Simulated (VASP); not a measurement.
VASP input:

**POSCAR**
```
Cd
1
    1.4900000000    -2.5807560000     0.0000000000
    1.4900000000     2.5807560000     0.0000000000
    0.0000000000     0.0000000000     5.6200000000
Cd
2
Direct
  0.3333330000   0.6666670000   0.2500000000
  0.6666670000   0.3333330000   0.7500000000
```

### INCAR
```
SYSTEM = Cd
PREC = Accurate; ENCUT = 400; LREAL = .FALSE.
LASPH = .TRUE.
EDIFF = 1E-6; NELM = 100; ALGO = Normal
LMAXMIX = 4
ISMEAR = 1; SIGMA = 0.1
GGA = PE
ISIF = 2
LWAVE = .FALSE.; LCHARG = .FALSE.
```

**KPOINTS**
```
Automatic mesh
0
G
  11 11 5
0 0 0
```

POTCAR, in this order: Cd (PBE.64 set). Program: vasp_std.

**Question.** Write an equivalent input for Ansatz.

**Answer.** One equivalent input (not run):
Ansatz 0.2 input:
```yaml
crystal:
  lattice:
    - [1.4900000, -2.5807560, 0.0000000]
    - [1.4900000, 2.5807560, 0.0000000]
    - [0.0000000, 0.0000000, 5.6200000]
  atoms:
    - { symbol: Cd, position: [0.3333330, 0.6666670, 0.2500000] }
    - { symbol: Cd, position: [0.6666670, 0.3333330, 0.7500000] }
kpoints:
  mp_grid: { grid: [11, 11, 5] }
hamiltonian:
  xc: pbe
  pseudopotentials: { kind: paw }
scf:
  occupations: { method: methfessel_paxton, width: 0.1 }
  max_iter: 100
output: { forces: true, stress: true, eigenvalues: true }
```
The two are equivalent in intent, not identical: each code has its own PAW files, so the cut-off isn't converted (ENCUT is set for VASP's; basis.ecutwfc is left out, and Ansatz then takes the one that its files recommend); Ansatz stops its SCF on the density residual and VASP on the energy change (EDIFF).

The compound is Cd in the hcp structure. The cell was not relaxed at this level.
